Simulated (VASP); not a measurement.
CoO:

```xyz
2
Lattice="0.0000 2.1315 2.1315 2.1315 0.0000 2.1315 2.1315 2.1315 0.0000" Properties=species:S:1:pos:R:3 pbc="T T T"
Co    0.0000    0.0000    0.0000
O     2.1315    2.1315    2.1315
```

Base run:

```yaml
Program: VASP 6.6.1
Functional: PBEsol
Potentials_or_basis: VASP PAW PBE potentials, release 64 (Co, O)
Cutoff: 520 eV
k_mesh: 8 × 8 × 8
Occupations: gaussian, width 0.05 eV
Spin: collinear spin, random start
Starting_moments: "[0.63, 0.0] μB"
Hubbard_terms: Co d U = 7 eV
```

Its results: band gap on the k mesh none (metal or under the smearing width); pressure -12.1 GPa.

Q: The run is repeated on the same cell with these changes: spin from collinear spin, random start to no spin polarisation; further incar settings from ALGO = Fast; EDIFF = 1e-06 to ALGO = Fast; EDIFF = 1e-06; NBANDS = 14. What comes out?

A: Band gap on the k mesh none (metal or under the smearing width); pressure -29.9 GPa.

Caveats: the PAW data sets were made with another functional, which shifts forces and pressure a little; a cell with one magnetic atom can't hold antiferromagnetic order, which such compounds often take (some runs); a pressure of tens of GPa on the cell as given is suspect, and the run, the potentials or the cell itself is likely at fault (some runs); an odd number of electrons without spin polarisation forces a metal (some runs); a magnetic or distorted state may lie lower (some runs); U without spin polarisation on a metal has little footing (some runs).

Not every run made on this cell is shown here.
